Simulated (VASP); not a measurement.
All values below come from r2SCAN meta-GGA, VASP's PBE PAW potentials (set 64) (plane waves; VASP).

A VASP calculation is set up with these files.

INCAR:
```
! general
SYSTEM   =  Pt
PREC     =  Accurate
ENCUT    =  400
LREAL    =  .FALSE.
LASPH    =  .TRUE.

! electronic loop
EDIFF    =  1E-6
NELM     =  100
ALGO     =  Normal
LMAXMIX  =  6
LMIXTAU  =  .TRUE.

! smearing
ISMEAR   =  1
SIGMA    =  0.1

! functional
METAGGA  =  R2SCAN

! ions
IBRION   =  2
NSW      =  60
ISIF     =  3
EDIFFG   =  -0.01

! output
LWAVE    =  .FALSE.
LCHARG   =  .FALSE.
```

KPOINTS:
```
kpoints
0
gamma
14 14 7
0 0 0
```

### POSCAR
```
Pt
1.0
  2.7606700000   0.0000000000   0.0000000000
 -1.3803350000   2.3908100000   0.0000000000
  0.0000000000   0.0000000000   4.7921300000
Pt
2
direct
  0.6666670000   0.3333330000   0.7500000000
  0.3333330000   0.6666670000   0.2500000000
```

POTCAR, in this order: Pt (PBE.64 set). Program: vasp_std.

The run wrote:

**OUTCAR**
```
 ion  position               nearest neighbor table
   1  0.667  0.333  0.750-   2 2.88   2 2.88   2 2.88   2 2.88   2 2.88   2 2.88
   2  0.333  0.667  0.250-   1 2.88   1 2.88   1 2.88   1 2.88   1 2.88   1 2.88
  LATTYP: Found a hexagonal cell.
 ALAT       =     2.7606700000
 C/A-ratio  =     1.7358575998
 Subroutine PRICEL returns:
 Original cell was already a primitive cell.
 Subroutine GETGRP returns: Found 24 space group operations
The static configuration has the point symmetry D_3d.
 The point group associated with its full space group is D_6h.
The dynamic configuration has the point symmetry D_3d.
 Subroutine INISYM returns: Found 24 space group operations
 Subroutine IBZKPT returns following result:
 Found     96 irreducible k-points:

 Following reciprocal coordinates:
            Coordinates               Weight
  0.000000  0.000000  0.000000      1.000000
  0.071429 -0.000000  0.000000      6.000000
  0.142857 -0.000000  0.000000      6.000000
  0.214286 -0.000000  0.000000      6.000000
  0.285714 -0.000000  0.000000      6.000000
  0.357143 -0.000000  0.000000      6.000000
  0.428571 -0.000000  0.000000      6.000000
  0.500000 -0.000000  0.000000      3.000000
  0.071429  0.071429  0.000000      6.000000
  0.142857  0.071429  0.000000     12.000000
  0.214286  0.071429  0.000000     12.000000
  0.285714  0.071429  0.000000     12.000000
  0.357143  0.071429  0.000000     12.000000
  0.428571  0.071429  0.000000     12.000000
  0.142857  0.142857  0.000000      6.000000
  0.214286  0.142857  0.000000     12.000000
  0.285714  0.142857  0.000000     12.000000
  0.357143  0.142857  0.000000     12.000000
  0.428571  0.142857  0.000000      6.000000
  0.214286  0.214286  0.000000      6.000000
  0.285714  0.214286  0.000000     12.000000
  0.357143  0.214286  0.000000     12.000000
  0.285714  0.285714  0.000000      6.000000
  0.357143  0.285714  0.000000      6.000000
  0.000000  0.000000  0.142857      2.000000
  0.071429 -0.000000  0.142857     12.000000
  0.142857 -0.000000  0.142857     12.000000
  0.214286 -0.000000  0.142857     12.000000
  0.285714 -0.000000  0.142857     12.000000
  0.357143 -0.000000  0.142857     12.000000
  0.428571 -0.000000  0.142857     12.000000
  0.500000 -0.000000  0.142857      6.000000
  0.071429  0.071429  0.142857     12.000000
  0.142857  0.071429  0.142857     24.000000
  0.214286  0.071429  0.142857     24.000000
  0.285714  0.071429  0.142857     24.000000
  0.357143  0.071429  0.142857     24.000000
  0.428571  0.071429  0.142857     24.000000
  0.142857  0.142857  0.142857     12.000000
  0.214286  0.142857  0.142857     24.000000
   k-points           NKPTS =     96   k-points in BZ     NKDIM =     96   number of bands    NBANDS=     14
   number of dos      NEDOS =    301   number of ions     NIONS =      2
   total plane-waves  NPLWV =  10368
   dimension x,y,z NGX =    18 NGY =   18 NGZ =   32
   dimension x,y,z NGXF=    36 NGYF=   36 NGZF=   64
   ions per type =               2
   PREC   = accura    normal or accurate (medium, high low for compatibility)
   ISTART =      0    job   : 0-new  1-cont  2-samecut
   ICHARG =      2    charge: 1-file 2-atom 10-const
   ISPIN  =      1    spin polarized calculation?
   LNONCOLLINEAR =      F non collinear calculations
   LSORBIT =      F    spin-orbit coupling
   INIWAV =      1    electr: 0-lowe 1-rand  2-diag
   ENCUT  =  400.0 eV  29.40 Ry    5.42 a.u.   4.50  4.50  7.81*2*pi/ulx,y,z
   NELM   =    100;   NELMIN=  2; NELMDL= -5     # of ELM steps
   EDIFF  = 0.1E-05   stopping-criterion for ELM
   LREAL  =      F    real-space projection
...
```

### OSZICAR
```
       N       E                     dE             d eps       ncg     rms          rms(c)
DAV:   1    -0.949289421816E+01   -0.94929E+01   -0.94478E+03  2704   0.115E+03
DAV:   2    -0.108069236614E+03   -0.98576E+02   -0.94627E+02  3078   0.248E+02
DAV:   3    -0.109558807325E+03   -0.14896E+01   -0.14755E+01  3204   0.322E+01
DAV:   4    -0.109566793991E+03   -0.79867E-02   -0.79860E-02  3216   0.244E+00
DAV:   5    -0.109566883588E+03   -0.89597E-04   -0.89596E-04  3216   0.268E-01    0.165E+01
DAV:   6    -0.103121289635E+03    0.64456E+01   -0.37251E+00  2808   0.197E+01    0.921E+00
DAV:   7    -0.102290368520E+03    0.83092E+00   -0.66945E-01  2988   0.736E+00    0.303E+00
DAV:   8    -0.104092856289E+03   -0.18025E+01   -0.15660E+00  2814   0.102E+01    0.259E+00
DAV:   9    -0.102727554563E+03    0.13653E+01   -0.58527E-01  2814   0.659E+00    0.126E-01
DAV:  10    -0.102871897397E+03   -0.14434E+00   -0.99460E-02  2826   0.300E+00    0.702E-01
DAV:  11    -0.102870058456E+03    0.18389E-02   -0.12965E-03  3270   0.338E-01    0.645E-01
DAV:  12    -0.102868730286E+03    0.13282E-02   -0.65973E-04  3114   0.255E-01    0.536E-01
DAV:  13    -0.102870143600E+03   -0.14133E-02   -0.36871E-02  2790   0.188E+00    0.525E-01
DAV:  14    -0.102870340118E+03   -0.19652E-03   -0.22048E-03  2850   0.461E-01    0.329E-01
DAV:  15    -0.102869448117E+03    0.89200E-03   -0.16895E-03  2862   0.410E-01    0.959E-02
DAV:  16    -0.102869654558E+03   -0.20644E-03   -0.45178E-04  2754   0.211E-01    0.388E-02
DAV:  17    -0.102869669192E+03   -0.14635E-04   -0.68062E-05  3306   0.828E-02    0.145E-02
DAV:  18    -0.102869672139E+03   -0.29464E-05   -0.15424E-05  2814   0.407E-02    0.921E-03
DAV:  19    -0.102869691001E+03   -0.18862E-04   -0.11782E-05  2820   0.321E-02    0.845E-03
DAV:  20    -0.102869690514E+03    0.48613E-06   -0.13659E-06  1782   0.121E-02
   1 F= -.10286969E+03 E0= -.10286991E+03  d E =-.102870E+03
       N       E                     dE             d eps       ncg     rms          rms(c)
DAV:   1    -0.104022154039E+03   -0.11525E+01   -0.28446E+01  2712   0.559E+01    0.926E+00
DAV:   2    -0.102801481090E+03    0.12207E+01   -0.23950E+00  2712   0.150E+01    0.241E+00
DAV:   3    -0.102742948730E+03    0.58532E-01   -0.20712E-01  2820   0.461E+00    0.162E+00
DAV:   4    -0.102753154827E+03   -0.10206E-01   -0.42877E-03  3306   0.605E-01    0.125E+00
DAV:   5    -0.102747341743E+03    0.58131E-02   -0.48105E-03  2850   0.602E-01    0.290E-01
DAV:   6    -0.102757841495E+03   -0.10500E-01   -0.83243E-03  2892   0.985E-01    0.840E-02
DAV:   7    -0.102758833548E+03   -0.99205E-03   -0.35369E-04  2832   0.211E-01    0.558E-02
DAV:   8    -0.102758969292E+03   -0.13574E-03   -0.11646E-04  3030   0.983E-02    0.566E-03
DAV:   9    -0.102758972813E+03   -0.35204E-05   -0.11072E-05  2820   0.403E-02    0.517E-03
DAV:  10    -0.102758976025E+03   -0.32118E-05   -0.15504E-06  1534   0.145E-02    0.960E-04
DAV:  11    -0.102758974665E+03    0.13598E-05   -0.40240E-07  1368   0.899E-03    0.469E-04
DAV:  12    -0.102758975062E+03   -0.39692E-06   -0.38754E-08  1362   0.228E-03
   2 F= -.10275898E+03 E0= -.10275888E+03  d E =0.110715E+00
       N       E                     dE             d eps       ncg     rms          rms(c)
DAV:   1    -0.103600959245E+03   -0.84198E+00   -0.15715E+01  2706   0.415E+01    0.548E+00
DAV:   2    -0.102889565530E+03    0.71139E+00   -0.15620E+00  2700   0.121E+01    0.278E+00
DAV:   3    -0.102876995483E+03    0.12570E-01   -0.70900E-02  2838   0.271E+00    0.200E+00
DAV:   4    -0.102816834343E+03    0.60161E-01   -0.97193E-02  2922   0.289E+00    0.100E+00
DAV:   5    -0.102884208689E+03   -0.67374E-01   -0.47692E-02  2724   0.212E+00    0.165E-01
DAV:   6    -0.102884708404E+03   -0.49972E-03   -0.66275E-04  2910   0.271E-01    0.386E-02
DAV:   7    -0.102884611853E+03    0.96552E-04   -0.30058E-04  2808   0.219E-01    0.153E-02
DAV:   8    -0.102884840888E+03   -0.22904E-03   -0.20246E-04  2736   0.171E-01    0.669E-03
DAV:   9    -0.102884868082E+03   -0.27193E-04   -0.40187E-06  3168   0.254E-02    0.269E-03
DAV:  10    -0.102884861229E+03    0.68525E-05   -0.94480E-07  1554   0.113E-02    0.147E-03
DAV:  11    -0.102884867261E+03   -0.60316E-05   -0.37630E-07  1356   0.795E-03    0.360E-04
DAV:  12    -0.102884866834E+03    0.42682E-06   -0.18105E-08  1362   0.134E-03
   3 F= -.10288487E+03 E0= -.10288502E+03  d E =-.151763E-01
       N       E                     dE             d eps       ncg     rms          rms(c)
DAV:   1    -0.102884911067E+03   -0.43806E-04   -0.80008E-04  2718   0.295E-01    0.410E-02
DAV:   2    -0.102884876657E+03    0.34410E-04   -0.77803E-05  2718   0.855E-02    0.152E-02
DAV:   3    -0.102884874827E+03    0.18301E-05   -0.42534E-06  2808   0.209E-02    0.113E-02
DAV:   4    -0.102884873331E+03    0.14963E-05   -0.82877E-06  2772   0.271E-02    0.107E-02
DAV:   5    -0.102884875931E+03   -0.26001E-05   -0.54100E-06  2692   0.224E-02    0.286E-04
DAV:   6    -0.102884876486E+03   -0.55535E-06   -0.59181E-08  1362   0.268E-03
   4 F= -.10288488E+03 E0= -.10288503E+03  d E =-.151860E-01
```

File OUTCAR:
```
------------------------ aborting loop because EDIFF is reached ----------------------------------------
  FORCE on cell =-STRESS in cart. coord.  units (eV):
  Direction    XX          YY          ZZ          XY          YZ          ZX
  --------------------------------------------------------------------------------------
  Total       -0.0010329     -0.0010329     -0.0060178     -0.0000000     -0.0000000      0.0000000
  in kB       -0.0535988     -0.0535988     -0.3122648     -0.0000000     -0.0000000      0.0000000
  external PRESSURE =      -0.1398208 kB  Pullay stress =       0.0000000 kB
  volume of cell :       30.88
      direct lattice vectors                 reciprocal lattice vectors
     2.736879318  0.000000000  0.000000000     0.365379647  0.210952068  0.000000000
    -1.368439659  2.370206674  0.000000000    -0.000000000  0.421904136  0.000000000
     0.000000000 -0.000000000  4.759751977     0.000000000 -0.000000000  0.210094981
 POSITION                                       TOTAL-FORCE (eV/Angst)
 -----------------------------------------------------------------------------------
      1.36844      0.79007      3.56981        -0.000000     -0.000000      0.000000
     -0.00000      1.58014      1.18994         0.000000      0.000000      0.000000
 -----------------------------------------------------------------------------------
    total drift:                               -0.000102      0.000059     -0.000029
  FREE ENERGIE OF THE ION-ELECTRON SYSTEM (eV)
  ---------------------------------------------------
  free  energy   TOTEN  =      -102.8848764863 eV

  energy  without entropy=     -102.8853259726  energy(sigma->0) =     -102.88502632

 reached required accuracy - stopping structural energy minimisation
```
(Selected blocks of OUTCAR.)

File CONTCAR:
```
Pt
   1.00000000000000
     2.7368793183709821    0.0000000000000000    0.0000000000000000
    -1.3684396591854910    2.3702066744224175    0.0000000000000000
     0.0000000000000000   -0.0000000000000000    4.7597519767758580
  Pt
     2
Direct
     0.6666669999999968    0.3333330000000032    0.7500000000000000
     0.3333330000000032    0.6666669999999968    0.2500000000000000
```

Energy and stress use the plane-wave basis of the starting cell.

The structure comes from a computed database's Pt entry (P6_3/mmc); how it stands against other phases isn't given here. This run relaxes it. Symmetry was kept, so distortions that lower it aren't found.
